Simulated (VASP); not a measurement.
# KZr2 (Fm-3m) in VASP: a series of runs, part 2 of 2

VASP 6.6.1.

**3. Single point, PBE (species swapped into the CeH2 type (Fm-3m, No. 225))**

INCAR

```
ALGO = Fast ; EDIFF = 1E-6
ENCUT = 520 ; GGA = PE
ISIF = 2 ; ISMEAR = 0
LASPH = T ; LCHARG = T
LELF = T ; LREAL = F
LVHAR = T ; LWAVE = F
NBANDS = 24 ; NELM = 100
PREC = Accurate ; SIGMA = 0.1
```

KPOINTS

```
k-points
0
Gamma
  6 6 6
```

POSCAR

```
KZr2
1.0
    0.0000000000      3.5650625492      3.5650625492
    3.5650625492      0.0000000000      3.5650625492
    3.5650625492      3.5650625492      0.0000000000
K Zr
1 2
Direct
    0.0000000000      0.0000000000      0.0000000000
    0.2500000000      0.2500000000      0.2500000000
    0.7500000000      0.7500000000      0.7500000000
```

Potentials or basis: VASP PAW PBE potentials, release 64 (K_sv, Zr_sv).

The run is started by

```console
> cat potpaw_PBE.64/K_sv/POTCAR potpaw_PBE.64/Zr_sv/POTCAR > POTCAR
> mpirun -np 1 vasp_std > vasp.out
```

OUTCAR:

```text
EDIFF = 1E-6
   ENCUT = 520
   GGA = PE
   ISIF = 2
   ISMEAR = 0
   LASPH = T
   LREAL = F
   NELM = 100
   PREC = Accurate

 ion  position               nearest neighbor table
   1  0.000  0.000  0.000-   3 3.09   3 3.09   3 3.09   2 3.09   2 3.09   2 3.09   3 3.09   2 3.09

   2  0.250  0.250  0.250-   1 3.09   1 3.09   1 3.09   1 3.09   3 3.57   3 3.57   3 3.57   3 3.57
                             3 3.57   3 3.57
   3  0.750  0.750  0.750-   1 3.09   1 3.09   1 3.09   1 3.09   2 3.57   2 3.57   2 3.57   2 3.57
                             2 3.57   2 3.57

  LATTYP: Found a face centered cubic cell.
 ALAT       =     7.1301250984

  Lattice vectors:

 A1 = (   0.0000000000,   3.5650625492,   3.5650625492)
 A2 = (   3.5650625492,   0.0000000000,   3.5650625492)
 A3 = (   3.5650625492,   3.5650625492,   0.0000000000)

Analysis of symmetry for initial positions (statically):
=====================================================================
 Subroutine PRICEL returns:
 Original cell was already a primitive cell.

[... 161 lines left out ...]
  free energy    TOTEN  =       -11.96221002 eV

  energy without entropy =      -11.92802915  energy(sigma->0) =      -11.94511959

 E-fermi :   4.7227     XC(G=0):  -9.3754

 val. band max:        4.6999136321   @ k =  -0.3333   0.1667   0.0000
 cond. band min:       4.7434410083   @ k =   0.1667   0.1667   0.0000
 fundamental gap:      0.0435273762
 Fermi energy:         4.7227245318

 k-point     1 :       0.0000    0.0000    0.0000
  band No.  band energies     occupation
      1     -44.7504      2.00000
      2     -44.7146      2.00000
      3     -26.0982      2.00000
      4     -22.8062      2.00000
      5     -22.8062      2.00000
      6     -22.8062      2.00000
[... 421 lines left out ...]
     23       6.9074      0.00000
     24       7.2005      0.00000

------------------------ aborting loop because EDIFF is reached ----------------------------------------

  FORCE on cell =-STRESS in cart. coord.  units (eV):
  Direction    XX          YY          ZZ          XY          YZ          ZX
  --------------------------------------------------------------------------------------
  -------------------------------------------------------------------------------------
  Total        0.2157864      0.2157864      0.2157864      0.0000000      0.0000000      0.0000000
  in kB        3.8150763      3.8150763      3.8150763      0.0000000      0.0000000      0.0000000
  external PRESSURE =       3.8150763 kB  Pullay stress =       0.0000000 kB

 VOLUME and BASIS-vectors are now :
 -----------------------------------------------------------------------------
  energy-cutoff  :      520.00
  volume of cell :       90.62
      direct lattice vectors                 reciprocal lattice vectors
     0.000000000  3.565062549  3.565062549    -0.140249994  0.140249994  0.140249994
     3.565062549  0.000000000  3.565062549     0.140249994 -0.140249994  0.140249994
     3.565062549  3.565062549  0.000000000     0.140249994  0.140249994 -0.140249994

 POSITION                                       TOTAL-FORCE (eV/Angst)
 -----------------------------------------------------------------------------------
      0.00000      0.00000      0.00000        -0.000000     -0.000000     -0.000000
      1.78253      1.78253      1.78253         0.000000      0.000000      0.000000
      5.34759      5.34759      5.34759        -0.000000      0.000000     -0.000000
 -----------------------------------------------------------------------------------
    total drift:                               -0.000000     -0.000000      0.000000

  FREE ENERGIE OF THE ION-ELECTRON SYSTEM (eV)
  ---------------------------------------------------
  free  energy   TOTEN  =       -11.9622100216 eV

  energy  without entropy=      -11.9280291542  energy(sigma->0) =      -11.94511959
```

It took 3.7 min on 1 thread of Intel Xeon Platinum 8375C at 2.90GHz (Ice Lake), shared host; peak memory 0.25 GiB.

Results:

| Quantity | Value |
| --- | --- |
| Free energy | -11.9622 eV |
| Pressure | 0.4 GPa |
| Band gap on the k mesh | none (metal or under the smearing width) |

Levels at points of the mesh, in eV from the Fermi level:
```csv
k point,band 13,band 14,band 15,band 16,band 17,band 18,band 19,band 20
"(0.00, 0.00, 0.00)",-3.98,-1.31,-1.31,-0.18,-0.18,-0.18,1.98,1.98
"(0.50, 0.00, 0.00)",-1.55,-1.47,-0.24,-0.24,0.40,0.40,0.63,0.63
"(0.50, 0.50, 0.00)",-1.63,-1.48,-1.26,-0.61,0.07,0.92,0.92,1.33
```

**4. Relaxation of cell and atoms, PBE (species swapped into the CeH2 type (Fm-3m, No. 225))**

INCAR

```
PREC = Accurate
ENCUT = 600
EDIFF = 1E-6
ISMEAR = 0
SIGMA = 0.1
LREAL = False
LASPH = True
NELM = 60
ALGO = Normal
ISIF = 3
LWAVE = False
LCHARG = False
GGA = PE
IBRION = 2
NSW = 90
EDIFFG = -0.04
```

KPOINTS

```
Automatic mesh
0
Gamma
  6 6 6
```

POSCAR

```
KZr2
1.0
    0.0000000000      3.2127327600      3.2127327600
    3.2127327600      0.0000000000      3.2127327600
    3.2127327600      3.2127327600      0.0000000000
K Zr
1 2
Direct
    0.0000000000      0.0000000000      0.0000000000
    0.2500000000      0.2500000000      0.2500000000
    0.7500000000      0.7500000000      0.7500000000
```

Potentials or basis: VASP PAW PBE potentials, release 64 (K_sv, Zr_sv).

The run is started by

```console
> cat potpaw_PBE.64/K_sv/POTCAR potpaw_PBE.64/Zr_sv/POTCAR > POTCAR
> mpirun -np 1 vasp_std > vasp.out
```

OUTCAR:

```text
PREC = Accurate
   ENCUT = 600
   EDIFF = 1E-6
   ISMEAR = 0
   LREAL = False
   LASPH = True
   NELM = 60
   ISIF = 3
   GGA = PE
   IBRION = 2
   NSW = 90
   EDIFFG = -0.04

 ion  position               nearest neighbor table
   1  0.000  0.000  0.000-   2 2.78   3 2.78   3 2.78   3 2.78   3 2.78   2 2.78   2 2.78   2 2.78

   2  0.250  0.250  0.250-   1 2.78   1 2.78   1 2.78   1 2.78   3 3.21   3 3.21   3 3.21   3 3.21
                             3 3.21   3 3.21
   3  0.750  0.750  0.750-   1 2.78   1 2.78   1 2.78   1 2.78   2 3.21   2 3.21   2 3.21   2 3.21
                             2 3.21   2 3.21

  LATTYP: Found a face centered cubic cell.
 ALAT       =     6.4254655200

  Lattice vectors:

 A1 = (   0.0000000000,   3.2127327600,   3.2127327600)
 A2 = (   3.2127327600,   0.0000000000,   3.2127327600)
 A3 = (   3.2127327600,   3.2127327600,   0.0000000000)

Analysis of symmetry for initial positions (statically):
=====================================================================
 Subroutine PRICEL returns:
 Original cell was already a primitive cell.

 Routine SETGRP: Setting up the symmetry group for a
 face centered cubic supercell.

 Subroutine GETGRP returns: Found 48 space group operations
 (whereof 48 operations were pure point group operations)
 out of a pool of 48 trial point group operations.

The static configuration has the point symmetry O_h .

Analysis of symmetry for dynamics (positions and initial velocities):
=====================================================================
 Subroutine PRICEL returns:
 Original cell was already a primitive cell.

 Routine SETGRP: Setting up the symmetry group for a
 face centered cubic supercell.

 Subroutine GETGRP returns: Found 48 space group operations
 (whereof 48 operations were pure point group operations)
 out of a pool of 48 trial point group operations.

The dynamic configuration has the point symmetry O_h .

 Subroutine INISYM returns: Found 48 space group operations
 (whereof 48 operations are pure point group operations),
 and found     1 'primitive' translations

----------------------------------------------------------------------------------------

                                     Primitive cell

  volume of cell :      66.3214

  direct lattice vectors                    reciprocal lattice vectors
     0.000000000  3.212732760  3.212732760    -0.155630747  0.155630747  0.155630747
     3.212732760  0.000000000  3.212732760     0.155630747 -0.155630747  0.155630747
     3.212732760  3.212732760  0.000000000     0.155630747  0.155630747 -0.155630747

  length of vectors
     4.543490241  4.543490241  4.543490241     0.269560361  0.269560361  0.269560361

  position of ions in fractional coordinates (direct lattice)
     0.000000000  0.000000000  0.000000000
     0.250000000  0.250000000  0.250000000
     0.750000000  0.750000000  0.750000000

  ion indices of the primitive-cell ions
   primitive index   ion index
                 1           1
                 2           2
                 3           3

----------------------------------------------------------------------------------------

 KPOINTS: Automatic mesh

Automatic generation of k-mesh.
 Grid dimensions read from file:
 generate k-points for:    6    6    6

 Generating k-lattice:

  Cartesian coordinates                     Fractional coordinates (reciprocal lattice)
    -0.025938458  0.025938458  0.025938458     0.166666667  0.000000000  0.000000000
     0.025938458 -0.025938458  0.025938458     0.000000000  0.166666667  0.000000000
     0.025938458  0.025938458 -0.025938458     0.000000000  0.000000000  0.166666667

  Length of vectors
     0.044926727  0.044926727  0.044926727

  Shift w.r.t. Gamma in fractional coordinates (k-lattice)
     0.000000000  0.000000000  0.000000000

 Subroutine IBZKPT returns following result:
 ===========================================

 Found     16 irreducible k-points:

 Following reciprocal coordinates:
            Coordinates               Weight
  0.000000  0.000000  0.000000      1.000000
  0.166667  0.000000  0.000000      8.000000
  0.333333  0.000000  0.000000      8.000000
  0.500000  0.000000  0.000000      4.000000
  0.166667  0.166667  0.000000      6.000000
  0.333333  0.166667  0.000000     24.000000
[... 8 lines left out ...]
 -0.333333  0.333333  0.166667     24.000000
 -0.333333  0.500000  0.166667     12.000000
   k-points           NKPTS =     16   k-points in BZ     NKDIM =     16   number of bands    NBANDS=     20
   number of dos      NEDOS =    301   number of ions     NIONS =      3
   total plane-waves  NPLWV =  46656
   dimension x,y,z NGX =    36 NGY =   36 NGZ =   36
   dimension x,y,z NGXF=    72 NGYF=   72 NGZF=   72
   ions per type =               1   2
   NGX,Y,Z   is equivalent  to a cutoff of  13.17, 13.17, 13.17 a.u.
   NGXF,Y,Z  is equivalent  to a cutoff of  26.34, 26.34, 26.34 a.u.
 SYSTEM =  unknown system
   PREC   = accura    normal or accurate (medium, high low for compatibility)
   ISTART =      0    job   : 0-new  1-cont  2-samecut
   ICHARG =      2    charge: 1-file 2-atom 10-const
   ISPIN  =      1    spin polarized calculation?
   LNONCOLLINEAR =      F non collinear calculations
   LSORBIT =      F    spin-orbit coupling
   LASPH  =      T    aspherical Exc in radial PAW
   ENCUT  =  600.0 eV  44.10 Ry    6.64 a.u.   9.07  9.07  9.07*2*pi/ulx,y,z
   NELM   =     60;   NELMIN=  2; NELMDL= -5     # of ELM steps
   EDIFF  = 0.1E-05   stopping-criterion for ELM
   LREAL  =      F    real-space projection
   EDIFFG = -.4E-01   stopping-criterion for IOM
   NSW    =     90    number of steps for IOM
   IBRION =      2    ionic relax: 0-MD 1-quasi-New 2-CG
   NFREE  =      1    steps in history (QN), initial steepest desc. (CG)
   ISIF   =      3    stress and relaxation
   ISYM   =      2    0-nonsym 1-usesym 2-fastsym
   POTIM  = 0.5000    time-step for ionic-motion
   TEBEG  =    0.0;   TEEND  =   0.0 temperature during run
   PSTRESS=    0.0 pullay stress
   NELECT =      33.0000    total number of electrons
   NUPDOWN=      -1.0000    fix difference up-down
   EMIN   =  10.00;   EMAX   =-10.00  energy-range for DOS
   EFERMI =   0.00;   METHOD = LEGACY
   ISMEAR =     0;   SIGMA  =   0.10  broadening in eV -4-tet -1-fermi 0-gaus
   EFERMI_NEDOS =   21; number of points for ismear=-14 and -15
   IALGO  =     38    algorithm
   IMIX   =      4    mixing-type and parameters
     AMIX     =   0.40;   BMIX     =  1.00
     AMIX_MAG =   1.60;   BMIX_MAG =  1.00
  volume/ion in A,a.u.               =      22.11       149.19
  Fermi-wavevector in a.u.,A,eV,Ry     =   1.297264  2.451473 22.897145  1.682893
  Thomas-Fermi vector in A             =   2.428667
   LORBIT       =      0    0 simple, 1 ext, 2 COOP (PROOUT), +10 PAW based schemes
   GGA     = PE    functional components
   LHFCALC =     F    Hartree Fock is set to
   AEXX    =    0.0000 exact exchange contribution
   IVDW    =     0    specifies the selected vdW correction
   LEPSILON=     F    determine dielectric tensor
   LRPA    =     F    only Hartree local field effects (RPA)
 conjugate gradient relaxation of ions
 non-spin polarized calculation
 Gauss-broadening in eV      SIGMA  =   0.10
  energy-cutoff  :      600.00
  volume of cell :       66.32
 maximum number of plane-waves:      2231
   NGX = 19   NGY = 19   NGZ = 19

--------------------------------------- Ionic step        1  -------------------------------------------

 number of electron      33.0000000 magnetization

 Free energy of the ion-electron system (eV)
  ---------------------------------------------------
  ext. energy  EPLUGINS =         0.00000000
  ---------------------------------------------------
  free energy    TOTEN  =       -10.89603416 eV

  energy without entropy =      -10.85436836  energy(sigma->0) =      -10.87520126

 E-fermi :   7.6021     XC(G=0): -10.7237

 val. band max:        7.5862595396   @ k =   0.3333   0.1667   0.0000
 cond. band min:       7.6074210944   @ k =   0.3333   0.1667   0.0000
 fundamental gap:      0.0211615548
 Fermi energy:         7.6020892053

 k-point     1 :       0.0000    0.0000    0.0000
  band No.  band energies     occupation
      1     -41.5347      2.00000
      2     -41.3899      2.00000
      3     -24.0418      2.00000
      4     -19.7702      2.00000
      5     -19.7702      2.00000
      6     -19.7702      2.00000
[... 12 lines left out ...]
     19       9.8878      0.00000
[... 415 lines left out ...]
  energy  without entropy=      -11.9205794125  energy(sigma->0) =      -11.93766994

--------------------------------------- Ionic step        3  -------------------------------------------

 number of electron      33.0000003 magnetization

 Free energy of the ion-electron system (eV)
  ---------------------------------------------------
  ext. energy  EPLUGINS =         0.00000000
  ---------------------------------------------------
  free energy    TOTEN  =       -11.95624979 eV

  energy without entropy =      -11.92218968  energy(sigma->0) =      -11.93921974

 E-fermi :   4.6067     XC(G=0):  -9.3171

 val. band max:        4.5829898106   @ k =  -0.3333   0.1667   0.0000
 cond. band min:       4.6357803118   @ k =   0.1667   0.1667   0.0000
 fundamental gap:      0.0527905012
 Fermi energy:         4.6067177054

 k-point     1 :       0.0000    0.0000    0.0000
  band No.  band energies     occupation
      1     -44.8859      2.00000
      2     -44.8524      2.00000
      3     -26.1850      2.00000
      4     -22.9355      2.00000
      5     -22.9355      2.00000
      6     -22.9355      2.00000
[... 12 lines left out ...]
     19       6.5706      0.00000
[... 374 lines left out ...]
  FREE ENERGIE OF THE ION-ELECTRON SYSTEM (eV)
  ---------------------------------------------------
  free  energy   TOTEN  =       -11.9562497906 eV

  energy  without entropy=      -11.9221896818  energy(sigma->0) =      -11.93921974

 reached required accuracy - stopping structural energy minimisation
```

Run time: 75 s. Hardware: 1 thread of Intel Xeon Platinum 8375C at 2.90GHz (Ice Lake), shared host; peak memory 0.22 GiB.

Results:

| Quantity | Value |
| --- | --- |
| Free energy | -11.9562 eV |
| Relaxed volume | 30.64 Å³/atom |
| Relaxed cell | a = 5.066 Å, b = 5.066 Å, c = 5.066 Å, α = 60.00°, β = 60.00°, γ = 60.00° |
| Space group after relaxing (to 0.05 Å) | Fm-3m (No. 225) |
| Energy gained by relaxing | 353.4 meV/atom |
| Ionic steps | 3 |
| Pressure after relaxing | 0.0 GPa |
| Band gap on the k mesh | none (metal or under the smearing width) |

Step by step:
```csv
step,energy change (eV),largest force (eV/Å),pressure (GPa),volume (Å³)
1,0.0000,0.0000,16.46,66.32
2,-1.0587,0.0000,0.41,90.59
3,-1.0602,0.0000,-0.05,91.93
```

Final structure:
```xyz
3
Lattice="0.0000 3.5822 3.5822 3.5822 0.0000 3.5822 3.5822 3.5822 0.0000" Properties=species:S:1:pos:R:3 pbc="T T T"
K     0.0000    0.0000    0.0000
Zr    1.7911    1.7911    1.7911
Zr    5.3733    5.3733    5.3733
```

Levels at points of the mesh, in eV from the Fermi level:
```
           k point  band 14  band 15  band 16  band 17  band 18  band 19
(0.00, 0.00, 0.00)    -1.27    -1.27    -0.17    -0.17    -0.17     1.96
(0.50, 0.00, 0.00)    -1.46    -0.22    -0.22     0.40     0.40     0.64
(0.50, 0.50, 0.00)    -1.44    -1.24    -0.59     0.06     0.92     0.92
```

Caveat: the volume moved by over 15 % at a fixed basis, so the end points are rough.
